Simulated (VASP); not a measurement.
Consider the following.

```xyz
2
Lattice="0.0000 2.8536 2.8536 2.8536 0.0000 2.8536 2.8536 2.8536 0.0000" Properties=species:S:1:pos:R:3 pbc="T T T"
Zn     0.0000     0.0000     0.0000
Se     1.4268     1.4268     1.4268
```

All values below come from TPSS meta-GGA, VASP's PBE PAW potentials (set 64) (plane waves; VASP). Numerical set-up: 520 eV cut-off, 9×9×9 Γ-centred mesh, tetrahedra with Blöchl corrections, potentials Zn Se.

### Question
Estimate the energy per atom (σ→0), band gap (over mesh and band path) with the smallest direct gap where there is one.

### Answer

band gap (over mesh and band path): 1.42 eV
smallest direct gap (over mesh and band path): 1.42 eV
energy per atom (σ→0): -11.088 eV/atom

The absolute energy has meaning only against runs of the same code, potentials and settings.

The compound is ZnSe in the zinc blende structure. It was relaxed first.
